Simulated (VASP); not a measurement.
Calculation: r2SCAN meta-GGA, VASP's PBE PAW potentials (set 64) (plane waves; VASP).

VASP input:

File KPOINTS:
```
Regular mesh
0
gamma
  14 14 14
0 0 0
```

File POSCAR:
```
Ta
1.0
 -1.6029921783   1.6029921783   1.6029921783
  1.6029921783  -1.6029921783   1.6029921783
  1.6029921783   1.6029921783  -1.6029921783
Ta
1
Cart
  0.0000000000   0.0000000000   0.0000000000
```

INCAR:
```
LCHARG  =  .False.
ALGO  =  Normal   ! blocked Davidson
LREAL  =  .False.   ! projection in real space or not
ENCUT  =  480
SYSTEM  =  Ta
LMAXMIX  =  6   ! l cut-off of mixed one-centre charges
EDIFF  =  1E-7   ! SCF stop (eV)
LMIXTAU  =  .True.
NELM  =  100
PREC  =  Accurate
SIGMA  =  0.1
ISIF  =  2   ! forces and stress, cell fixed
LWAVE  =  .False.
LASPH  =  .True.
ISMEAR  =  1   ! Methfessel-Paxton
METAGGA  =  R2SCAN
```

POTCAR, in this order: Ta_pv (PBE.64 set). Program: vasp_std.

The run wrote:

### OSZICAR
```
       N       E                     dE             d eps       ncg     rms          rms(c)
DAV:   1     0.587195046465E+01    0.58720E+01   -0.66536E+03  1896   0.116E+03
DAV:   2    -0.509978497070E+02   -0.56870E+02   -0.55892E+02  2481   0.250E+02
DAV:   3    -0.516968738691E+02   -0.69902E+00   -0.67208E+00  2218   0.267E+01
DAV:   4    -0.517026021704E+02   -0.57283E-02   -0.57230E-02  2227   0.177E+00
DAV:   5    -0.517026611204E+02   -0.58950E-04   -0.58944E-04  2148   0.140E-01    0.167E+01
DAV:   6    -0.479975979999E+02    0.37051E+01   -0.12434E+00  1940   0.160E+01    0.699E+00
DAV:   7    -0.486606191518E+02   -0.66302E+00   -0.23045E-01  1890   0.606E+00    0.223E+00
DAV:   8    -0.482163195047E+02    0.44430E+00   -0.31685E-01  1889   0.721E+00    0.574E-01
DAV:   9    -0.484669511849E+02   -0.25063E+00   -0.29245E-02  1915   0.201E+00    0.408E-01
DAV:  10    -0.484740435475E+02   -0.70924E-02   -0.20537E-03  2003   0.547E-01    0.299E-01
DAV:  11    -0.484804088915E+02   -0.63653E-02   -0.46124E-03  1881   0.834E-01    0.334E-02
DAV:  12    -0.484774746225E+02    0.29343E-02   -0.15290E-03  1900   0.462E-01    0.419E-02
DAV:  13    -0.484775031369E+02   -0.28514E-04   -0.52031E-05  2055   0.985E-02    0.139E-02
DAV:  14    -0.484774967672E+02    0.63697E-05   -0.82633E-06  2259   0.424E-02    0.360E-03
DAV:  15    -0.484775059858E+02   -0.92186E-05   -0.28039E-06  1933   0.216E-02    0.779E-03
DAV:  16    -0.484775052184E+02    0.76733E-06   -0.83042E-07  1923   0.124E-02    0.237E-03
DAV:  17    -0.484775055089E+02   -0.29045E-06   -0.45435E-08   991   0.289E-03    0.113E-03
DAV:  18    -0.484775054497E+02    0.59154E-07   -0.15458E-08   960   0.159E-03
   1 F= -.48477505E+02 E0= -.48477579E+02  d E =0.221438E-03
```

**OUTCAR**
```
------------------------ aborting loop because EDIFF is reached ----------------------------------------
  FORCE on cell =-STRESS in cart. coord.  units (eV):
  Direction    XX          YY          ZZ          XY          YZ          ZX
  --------------------------------------------------------------------------------------
  Total        2.4172247      2.4172247      2.4172247     -0.0000000     -0.0000000      0.0000000
  in kB      235.0571204    235.0571204    235.0571204     -0.0000000     -0.0000000      0.0000000
  external PRESSURE =     235.0571204 kB  Pullay stress =       0.0000000 kB
  volume of cell :       16.48
      direct lattice vectors                 reciprocal lattice vectors
    -1.602992178  1.602992178  1.602992178     0.000000000  0.311916681  0.311916681
     1.602992178 -1.602992178  1.602992178     0.311916681  0.000000000  0.311916681
     1.602992178  1.602992178 -1.602992178     0.311916681  0.311916681  0.000000000
 POSITION                                       TOTAL-FORCE (eV/Angst)
 -----------------------------------------------------------------------------------
      0.00000      0.00000      0.00000        -0.000000      0.000000      0.000000
 -----------------------------------------------------------------------------------
    total drift:                                0.000000     -0.000000      0.000000
  FREE ENERGIE OF THE ION-ELECTRON SYSTEM (eV)
  ---------------------------------------------------
  free  energy   TOTEN  =       -48.4775054497 eV

  energy  without entropy=      -48.4777268876  energy(sigma->0) =      -48.47757926
```
(Selected blocks of OUTCAR.)

The compound is Ta in the bcc structure. This cell was strained or had an atom moved on purpose.
